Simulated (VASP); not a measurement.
Runs of VASP 6.6.1 on Al. Symmetry: Fm-3m, No. 225, cubic system. Conventional cell: a = 4.053 Å, b = 4.053 Å, c = 4.053 Å, α = 90.00°, β = 90.00°, γ = 90.00°. Al (site symmetry m-3m) has 12 Al at 2.87 Å as nearest neighbours. 

| task | cell | gap on the mesh (eV) | pressure (GPa) |
| --- | --- | --- | --- |
| single point | a relaxed cell with its volume scaled by 0.91 | none | 8.8 |
| single point | a relaxed cell with its volume scaled by 0.97 | none | 2.5 |
| relaxation of cell and atoms | relaxed | none | 0.0 |
| single point | a relaxed cell with its volume scaled by 1.03 | none | -2.1 |
| single point | a relaxed cell with its volume scaled by 1.06 | none | (a) |

Alike in all rows: level PBE; potentials or basis VASP PAW PBE potentials, release 64 (Al); no spin polarisation; k mesh 18 × 18 × 18; cutoff (eV) 520; smearing gaussian 1 eV.

Task: Estimate the missing entries.

Result: (a) -3.8.

Caveats: the relaxation stopped at its first step, so nothing moved (some runs).

A gap of «none» marks a metal or a gap under the smearing width.
